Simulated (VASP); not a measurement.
Level of theory: LDA (Ceperley-Alder, Perdew-Zunger), VASP's LDA PAW potentials (set 64) (plane waves; VASP).

The input files of a VASP run:

File POSCAR:
```
BAs
1
    0.0000000000     2.2873513699     2.2873513699
    2.2873513699    -0.0000000000     2.2873513699
    2.2873513699     2.2873513699    -0.0000000000
B As
1 1
Direct
  0.0000000000   0.0000000000   0.0000000000
  0.2500000000   0.2500000000   0.2500000000
```

**KPOINTS**
```
Automatic mesh
0
Gamma
 10 10 10
0 0 0
```

**INCAR**
```
! general
SYSTEM  = BAs
PREC    = Accurate
ENCUT   = 620
LREAL   = .FALSE.   ! projection in real space or not
LASPH   = .TRUE.

! electronic loop
EDIFF   = 1E-6   ! SCF stop (eV)
NELM    = 100
ALGO    = Normal   ! blocked Davidson
LMAXMIX = 4

! smearing
ISMEAR  = 0
SIGMA   = 0.05   ! width (eV)

! ions
IBRION  = 2
NSW     = 40   ! most ionic steps
ISIF    = 3   ! ions, shape and volume
EDIFFG  = -0.02   ! ionic stop
PSTRESS = 200   ! kbar

! output
LWAVE   = .FALSE.
LCHARG  = .FALSE.
```

POTCAR, in this order: B As (LDA.64 set). Program: vasp_std.

The resulting files:

OUTCAR:
```
 ion  position               nearest neighbor table
   1  0.000  0.000  0.000-   2 1.98   2 1.98   2 1.98   2 1.98
   2  0.250  0.250  0.250-   1 1.98   1 1.98   1 1.98   1 1.98
  LATTYP: Found a face centered cubic cell.
 ALAT       =     4.5747027398
 Subroutine PRICEL returns:
 Original cell was already a primitive cell.
 Subroutine GETGRP returns: Found 24 space group operations
The static configuration has the point symmetry T_d .
The dynamic configuration has the point symmetry T_d .
 Subroutine INISYM returns: Found 24 space group operations
 Subroutine IBZKPT returns following result:
 Found     47 irreducible k-points:

 Following reciprocal coordinates:
            Coordinates               Weight
  0.000000  0.000000  0.000000      1.000000
  0.100000  0.000000  0.000000      8.000000
  0.200000  0.000000  0.000000      8.000000
  0.300000  0.000000  0.000000      8.000000
  0.400000  0.000000  0.000000      8.000000
  0.500000  0.000000  0.000000      4.000000
  0.100000  0.100000  0.000000      6.000000
  0.200000  0.100000  0.000000     24.000000
  0.300000  0.100000  0.000000     24.000000
  0.400000  0.100000  0.000000     24.000000
  0.500000  0.100000  0.000000     24.000000
 -0.400000  0.100000  0.000000     24.000000
 -0.300000  0.100000  0.000000     24.000000
 -0.200000  0.100000  0.000000     24.000000
 -0.100000  0.100000  0.000000     12.000000
  0.200000  0.200000  0.000000      6.000000
  0.300000  0.200000  0.000000     24.000000
  0.400000  0.200000  0.000000     24.000000
  0.500000  0.200000  0.000000     24.000000
 -0.400000  0.200000  0.000000     24.000000
 -0.300000  0.200000  0.000000     24.000000
 -0.200000  0.200000  0.000000     12.000000
  0.300000  0.300000  0.000000      6.000000
  0.400000  0.300000  0.000000     24.000000
  0.500000  0.300000  0.000000     24.000000
 -0.400000  0.300000  0.000000     24.000000
 -0.300000  0.300000  0.000000     12.000000
  0.400000  0.400000  0.000000      6.000000
  0.500000  0.400000  0.000000     24.000000
 -0.400000  0.400000  0.000000     12.000000
  0.500000  0.500000  0.000000      3.000000
  0.300000  0.200000  0.100000     24.000000
  0.400000  0.200000  0.100000     48.000000
  0.500000  0.200000  0.100000     48.000000
 -0.400000  0.200000  0.100000     24.000000
  0.400000  0.300000  0.100000     24.000000
  0.500000  0.300000  0.100000     48.000000
 -0.400000  0.300000  0.100000     48.000000
 -0.300000  0.300000  0.100000     48.000000
 -0.200000  0.300000  0.100000     24.000000
   k-points           NKPTS =     47   k-points in BZ     NKDIM =     47   number of bands    NBANDS=      8
   number of dos      NEDOS =    301   number of ions     NIONS =      2
   total plane-waves  NPLWV =  21952
   dimension x,y,z NGX =    28 NGY =   28 NGZ =   28
   dimension x,y,z NGXF=    56 NGYF=   56 NGZF=   56
   ions per type =               1   1
   PREC   = accura    normal or accurate (medium, high low for compatibility)
   ISTART =      0    job   : 0-new  1-cont  2-samecut
   ICHARG =      2    charge: 1-file 2-atom 10-const
   ISPIN  =      1    spin polarized calculation?
   LNONCOLLINEAR =      F non collinear calculations
   LSORBIT =      F    spin-orbit coupling
   INIWAV =      1    electr: 0-lowe 1-rand  2-diag
   ENCUT  =  620.0 eV  45.57 Ry    6.75 a.u.   6.57  6.57  6.57*2*pi/ulx,y,z
   NELM   =    100;   NELMIN=  2; NELMDL= -5     # of ELM steps
   EDIFF  = 0.1E-05   stopping-criterion for ELM
   LREAL  =      F    real-space projection
   NLSPLINE    = F    spline interpolate recip. space projectors
   LMAXMIX     =    4 max onsite mixed and CHGCAR
...
```

### OSZICAR
```
       N       E                     dE             d eps       ncg     rms          rms(c)
DAV:   1     0.139845627150E+02    0.13985E+02   -0.44174E+03   760   0.102E+03
DAV:   2    -0.134351911960E+02   -0.27420E+02   -0.25992E+02  1168   0.118E+02
DAV:   3    -0.138062138055E+02   -0.37102E+00   -0.37102E+00   792   0.179E+01
DAV:   4    -0.138068385771E+02   -0.62477E-03   -0.62477E-03  1176   0.741E-01
DAV:   5    -0.138068387698E+02   -0.19264E-06   -0.19264E-06   800   0.802E-03    0.607E+00
DAV:   6    -0.129100175734E+02    0.89682E+00   -0.25256E+00   792   0.870E+00    0.290E+00
DAV:   7    -0.127880402800E+02    0.12198E+00   -0.35004E-01  1048   0.357E+00    0.937E-01
DAV:   8    -0.127728955849E+02    0.15145E-01   -0.28903E-02   856   0.113E+00    0.142E-01
DAV:   9    -0.127729003264E+02   -0.47415E-05   -0.60061E-04  1032   0.213E-01    0.795E-02
DAV:  10    -0.127729012005E+02   -0.87411E-06   -0.11390E-04   792   0.693E-02    0.202E-02
DAV:  11    -0.127729016665E+02   -0.46598E-06   -0.20699E-06  1000   0.140E-02
   1 F= -.97851255E+01 E0= -.97851255E+01  d E =-.978513E+01
```

OUTCAR:
```
------------------------ aborting loop because EDIFF is reached ----------------------------------------
  FORCE on cell =-STRESS in cart. coord.  units (eV):
  Direction    XX          YY          ZZ          XY          YZ          ZX
  --------------------------------------------------------------------------------------
  Total        2.9634198      2.9634198      2.9634198     -0.0000000      0.0000000     -0.0000000
  in kB      198.3695981    198.3695981    198.3695981     -0.0000000      0.0000000     -0.0000000
  external PRESSURE =      -1.6304019 kB  Pullay stress =     200.0000000 kB
  volume of cell :       23.93
      direct lattice vectors                 reciprocal lattice vectors
     0.000000000  2.287351370  2.287351370    -0.218593438  0.218593438  0.218593438
     2.287351370  0.000000000  2.287351370     0.218593438 -0.218593438  0.218593438
     2.287351370  2.287351370  0.000000000     0.218593438  0.218593438 -0.218593438
  FREE ENERGIE OF THE ION-ELECTRON SYSTEM (eV)
  ---------------------------------------------------
  free  energy   TOTEN  =       -12.7729016665 eV

  energy  without entropy=      -12.7729016665  energy(sigma->0) =      -12.77290167
  enthalpy is  TOTEN    =        -9.7851254925 eV   P V=        2.9877761740

 reached required accuracy - stopping structural energy minimisation
```
(Selected blocks of OUTCAR.)

The compound is BAs in the zinc blende structure. It was relaxed first under an external pressure of 20 GPa.
